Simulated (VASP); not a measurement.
# In2Te2O (P4/mmm) in VASP: relaxation of cell and atoms with PBE

Aim: the relaxation of cell and atoms of In2Te2O with PBE.

Everything below comes from runs of VASP 6.6.1. Logs are shortened: lines on timing, memory, paths and dates and some standing lists are left out, and cuts for length are marked.

## Step 1: Starting point

It takes space group P4/mmm (No. 123, tetragonal). The conventional cell has a = 4.688 Å, b = 4.688 Å, c = 6.662 Å, α = 90.00°, β = 90.00°, γ = 90.00°. In (site symmetry mmm) is surrounded by 4 Te at 2.88 Å. Around Te (site symmetry 4mm) lie 1 O at 1.66 Å. Around O (site symmetry 4/mmm) lie 2 Te at 1.66 Å.

The cell was built by a generator and needn't be a form met in nature.

## Step 2: Relaxation of cell and atoms, PBE

INCAR

```
PREC = Normal
ENCUT = 520
EDIFF = 1E-4
ISMEAR = 0
SIGMA = 0.15
LREAL = F
LASPH = T
NELM = 60
ALGO = Fast
ISIF = 3
LWAVE = F
LCHARG = F
GGA = PE
IBRION = 2
NSW = 24
EDIFFG = -0.08
```

KPOINTS

```
regular mesh
0
Gamma
  3 3 2
```

POSCAR

```
In2Te2O
1.0
    4.6880848600      0.0000000000      0.0000000000
    0.0000000000      4.6880848600      0.0000000000
    0.0000000000      0.0000000000      6.6623014200
In Te O
2 2 1
Direct
    0.5000000000      0.0000000000      0.5000000000
    0.0000000000      0.5000000000      0.5000000000
    0.5000000000      0.5000000000      0.7502538200
    0.5000000000      0.5000000000      0.2497461800
    0.5000000000      0.5000000000      0.0000000000
```

Potentials or basis: VASP PAW PBE potentials, release 64 (In_d, Te, O).

Run with:

```
$ cat potpaw_PBE.64/In_d/POTCAR potpaw_PBE.64/Te/POTCAR potpaw_PBE.64/O/POTCAR > POTCAR
$ mpirun -np 1 vasp_std > vasp.out
```

OUTCAR:

```text
PREC = Normal
   ENCUT = 520
   EDIFF = 1E-4
   ISMEAR = 0
   LREAL = F
   LASPH = T
   NELM = 60
   ISIF = 3
   GGA = PE
   IBRION = 2
   NSW = 24
   EDIFFG = -0.08

 ion  position               nearest neighbor table
   1  0.500  0.000  0.500-   3 2.88   4 2.88   3 2.88   4 2.88   2 3.31   2 3.31   2 3.31   2 3.31

   2  0.000  0.500  0.500-   3 2.88   4 2.88   3 2.88   4 2.88   1 3.31   1 3.31   1 3.31   1 3.31

   3  0.500  0.500  0.750-   5 1.66   2 2.88   1 2.88   1 2.88   2 2.88   4 3.33   4 3.33
   4  0.500  0.500  0.250-   5 1.66   2 2.88   1 2.88   1 2.88   2 2.88   3 3.33   3 3.33
   5  0.500  0.500  0.000-   3 1.66   4 1.66

  LATTYP: Found a simple tetragonal cell.
 ALAT       =     4.6880848600
 C/A-ratio  =     1.4211136571

  Lattice vectors:

 A1 = (   4.6880848600,   0.0000000000,   0.0000000000)
 A2 = (   0.0000000000,   4.6880848600,   0.0000000000)
 A3 = (   0.0000000000,   0.0000000000,   6.6623014200)

Analysis of symmetry for initial positions (statically):
=====================================================================
 Subroutine PRICEL returns:
 Original cell was already a primitive cell.

 Routine SETGRP: Setting up the symmetry group for a
 simple tetragonal supercell.

 Subroutine GETGRP returns: Found 16 space group operations
 (whereof 16 operations were pure point group operations)
 out of a pool of 16 trial point group operations.

The static configuration has the point symmetry D_4h.

Analysis of symmetry for dynamics (positions and initial velocities):
=====================================================================
 Subroutine PRICEL returns:
 Original cell was already a primitive cell.

 Routine SETGRP: Setting up the symmetry group for a
 simple tetragonal supercell.

 Subroutine GETGRP returns: Found 16 space group operations
 (whereof 16 operations were pure point group operations)
 out of a pool of 16 trial point group operations.

The dynamic configuration has the point symmetry D_4h.

 Subroutine INISYM returns: Found 16 space group operations
 (whereof 16 operations are pure point group operations),
 and found     1 'primitive' translations

----------------------------------------------------------------------------------------

                                     Primitive cell

  volume of cell :     146.4250

[... 60 lines left out ...]
   dimension x,y,z NGX =    28 NGY =   28 NGZ =   40
   dimension x,y,z NGXF=    56 NGYF=   56 NGZF=   80
   ions per type =               2   2   1
   NGX,Y,Z   is equivalent  to a cutoff of   9.93,  9.93,  9.98 a.u.
   NGXF,Y,Z  is equivalent  to a cutoff of  19.86, 19.86, 19.96 a.u.
 SYSTEM =  unknown system
   PREC   = normal    normal or accurate (medium, high low for compatibility)
   ISTART =      0    job   : 0-new  1-cont  2-samecut
   ICHARG =      2    charge: 1-file 2-atom 10-const
   ISPIN  =      1    spin polarized calculation?
   LNONCOLLINEAR =      F non collinear calculations
   LSORBIT =      F    spin-orbit coupling
   LASPH  =      T    aspherical Exc in radial PAW
   ENCUT  =  520.0 eV  38.22 Ry    6.18 a.u.   8.72  8.72 12.39*2*pi/ulx,y,z
   NELM   =     60;   NELMIN=  2; NELMDL= -5     # of ELM steps
   EDIFF  = 0.1E-03   stopping-criterion for ELM
   LREAL  =      F    real-space projection
   EDIFFG = -.8E-01   stopping-criterion for IOM
   NSW    =     24    number of steps for IOM
   IBRION =      2    ionic relax: 0-MD 1-quasi-New 2-CG
   NFREE  =      1    steps in history (QN), initial steepest desc. (CG)
   ISIF   =      3    stress and relaxation
   ISYM   =      2    0-nonsym 1-usesym 2-fastsym
   POTIM  = 0.5000    time-step for ionic-motion
   TEBEG  =    0.0;   TEEND  =   0.0 temperature during run
   PSTRESS=    0.0 pullay stress
   NELECT =      44.0000    total number of electrons
   NUPDOWN=      -1.0000    fix difference up-down
   EMIN   =  10.00;   EMAX   =-10.00  energy-range for DOS
   EFERMI =   0.00;   METHOD = LEGACY
   ISMEAR =     0;   SIGMA  =   0.15  broadening in eV -4-tet -1-fermi 0-gaus
   EFERMI_NEDOS =   21; number of points for ismear=-14 and -15
   IALGO  =     68    algorithm
   IMIX   =      4    mixing-type and parameters
     AMIX     =   0.40;   BMIX     =  1.00
     AMIX_MAG =   1.60;   BMIX_MAG =  1.00
  volume/ion in A,a.u.               =      29.28       197.62
  Fermi-wavevector in a.u.,A,eV,Ry     =   1.096530  2.072142 16.359357  1.202379
  Thomas-Fermi vector in A             =   2.232874
   LORBIT       =      0    0 simple, 1 ext, 2 COOP (PROOUT), +10 PAW based schemes
   GGA     = PE    functional components
   LHFCALC =     F    Hartree Fock is set to
   AEXX    =    0.0000 exact exchange contribution
   IVDW    =     0    specifies the selected vdW correction
   LEPSILON=     F    determine dielectric tensor
   LRPA    =     F    only Hartree local field effects (RPA)
 conjugate gradient relaxation of ions
 non-spin polarized calculation
 RMM-DIIS sequential band-by-band and
 Gauss-broadening in eV      SIGMA  =   0.15
  energy-cutoff  :      520.00
  volume of cell :      146.42
 maximum number of plane-waves:      3976
   NGX = 17   NGY = 17   NGZ = 25

--------------------------------------- Ionic step        1  -------------------------------------------

 number of electron      43.9999950 magnetization

 Free energy of the ion-electron system (eV)
  ---------------------------------------------------
  ext. energy  EPLUGINS =         0.00000000
  ---------------------------------------------------
  free energy    TOTEN  =       -11.56110650 eV

  energy without entropy =      -11.54440853  energy(sigma->0) =      -11.55275751

 E-fermi :   6.0382     XC(G=0):  -8.4444

 val. band max:        5.9596044647   @ k =   0.3333   0.3333   0.5000
 cond. band min:       6.4134927015   @ k =   0.3333   0.3333   0.5000
 fundamental gap:      0.4538882368
 Fermi energy:         6.0381574585
[... 463 lines left out ...]
  FREE ENERGIE OF THE ION-ELECTRON SYSTEM (eV)
  ---------------------------------------------------
  free  energy   TOTEN  =       -11.7695578638 eV

  energy  without entropy=      -11.6195717052  energy(sigma->0) =      -11.69456478

[... ionic steps 4 to 11 ...]

--------------------------------------- Ionic step       12  -------------------------------------------

 number of electron      44.0000038 magnetization

------------------------ aborting loop because EDIFF is reached ----------------------------------------
[... 73 lines left out ...]
--------------------------------------- Ionic step       14  -------------------------------------------

 number of electron      44.0000039 magnetization

 Free energy of the ion-electron system (eV)
  ---------------------------------------------------
  ext. energy  EPLUGINS =         0.00000000
  ---------------------------------------------------
  free energy    TOTEN  =       -16.66321736 eV

  energy without entropy =      -16.64754130  energy(sigma->0) =      -16.65537933

 E-fermi :   2.6592     XC(G=0):  -7.3036

 val. band max:        2.5862997558   @ k =   0.3333   0.0000   0.5000
 cond. band min:       2.9907480739   @ k =   0.3333   0.3333   0.5000
 fundamental gap:      0.4044483180
 Fermi energy:         2.6592110881
[... 204 lines left out ...]
  FREE ENERGIE OF THE ION-ELECTRON SYSTEM (eV)
  ---------------------------------------------------
  free  energy   TOTEN  =       -16.6632173563 eV

  energy  without entropy=      -16.6475413025  energy(sigma->0) =      -16.65537933

 reached required accuracy - stopping structural energy minimisation
```

Wall time 83 s (1 thread of AMD EPYC 9R45 (Zen 5), shared host); peak memory 0.16 GiB.

Results:

| Item | Value |
| --- | --- |
| Free energy | -16.6632 eV |
| Relaxed volume | 38.79 Å³/atom |
| Relaxed cell | a = 5.042 Å, b = 5.042 Å, c = 7.631 Å, α = 90.00°, β = 90.00°, γ = 90.00° |
| Space group after relaxing (to 0.05 Å) | P4/mmm (No. 123) |
| Energy gained by relaxing | 1020.4 meV/atom |
| Ionic steps | 14 |
| Pressure after relaxing | 0.0 GPa |
| Largest force after relaxing | 0.071 eV/Å |
| Band gap on the k mesh | none (metal or under the smearing width) |

Forces on the atoms (eV/Å):
```
In   0.000  0.000  0.000
In   0.000  0.000  0.000
Te   0.000  0.000  0.071
Te   0.000  0.000 -0.071
O    0.000  0.000  0.000
```

The path:
| step | energy change (eV) | largest force (eV/Å) | pressure (GPa) | volume (Å³) |
| --- | --- | --- | --- | --- |
| 1 | 0.0000 | 12.6282 | 28.98 | 146.42 |
| 2 | 0.7332 | 1.3546 | -3.94 | 274.58 |
| 3 | -0.2085 | 1.7122 | -3.09 | 253.64 |
| 4 | -0.8836 | 2.0500 | -2.55 | 238.34 |
| 5 | -3.1089 | 4.1706 | 1.14 | 190.19 |
| 6 | -3.9331 | 4.1812 | 5.45 | 167.77 |
| 7 | -3.9081 | 3.7747 | 8.57 | 163.68 |
| 8 | -3.9334 | 4.0689 | 7.37 | 166.45 |
| 9 | -4.8619 | 1.1711 | -2.75 | 205.18 |
| 10 | -4.9133 | 1.5198 | -1.38 | 196.22 |
| 11 | -5.0806 | 0.3179 | 0.89 | 191.94 |
| 12 | -5.0975 | 0.2165 | 0.21 | 192.89 |
| 13 | -5.0975 | 0.1768 | 0.25 | 192.82 |
| 14 | -5.1021 | 0.0708 | -0.04 | 193.97 |

Final structure:
```yaml
crystal:
  lattice:
    - [5.04183, 0.00000, 0.00000]
    - [0.00000, 5.04183, 0.00000]
    - [0.00000, 0.00000, 7.63050]
  atoms:
    - { symbol: In, position: [0.50000, 0.00000, 0.50000] }
    - { symbol: In, position: [0.00000, 0.50000, 0.50000] }
    - { symbol: Te, position: [0.50000, 0.50000, 0.73531] }
    - { symbol: Te, position: [0.50000, 0.50000, 0.26469] }
    - { symbol: O, position: [0.50000, 0.50000, 0.00000] }
```

Levels at points of the mesh, in eV from the Fermi level:
```csv
k point,band 18,band 19,band 20,band 21,band 22,band 23,band 24,band 25,band 26
"(0.00, 0.00, 0.00)",-2.53,-2.13,-2.13,-1.58,-1.58,-0.62,1.95,2.38,2.99
"(0.00, 0.00, 0.50)",-3.34,-2.98,-2.53,-0.46,-0.46,0.77,1.32,1.60,2.26
```

Caveat: the k mesh is coarse (spacing up to 0.47 Å⁻¹), so the values aren't converged; the volume moved by over 15 % at a fixed basis, so the end points are rough; the relaxation stopped at a loose force limit of 0.08 eV/Å, so its end isn't a converged minimum. Spin-orbit coupling is left out, which matters for the levels of Te.
